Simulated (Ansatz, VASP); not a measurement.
**One calculation of ZnRe, two programs**

```
CELL_PARAMETERS angstrom
2.71108 0.00000 0.00000
-1.35554 2.34786 0.00000
0.00000 0.00000 4.43333
ATOMIC_POSITIONS crystal
Re 0.33333 0.66667 0.50000
Zn 0.00000 0.00000 0.00000
```

Change from the starting cell: volume scaled by 0.96.

Alike in both runs: task single point; functional PBE; k mesh 11 × 11 × 6; occupations fermi-dirac, width 0.05 eV; no spin polarisation.

|  | VASP | Ansatz |
| --- | --- | --- |
| version | VASP 6.6.1 | Ansatz 0.2.0 |
| potentials or method | VASP PAW PBE potentials, release 64 (Re, Zn) | Ansatz PAW |
| plane-wave cutoff (eV) | 520 | 420 |
| valence electrons in the cell | 19 | 27 |

```csv
,VASP,Ansatz,Ansatz less VASP
gap on the k mesh at the Fermi level (eV),none,none,-
pressure (GPa),8.2,8.1,-0.13
largest component of the traceless stress (GPa),1.03,1.40,+0.376
```

A gap of «none» marks a metal or a gap that the smearing closes. The functional is the same, so the differences come from potentials, cutoffs and numerics. The two sets of potentials don't hold the same shells in valence.

Spin-orbit coupling is left out, which matters for the levels of Re.
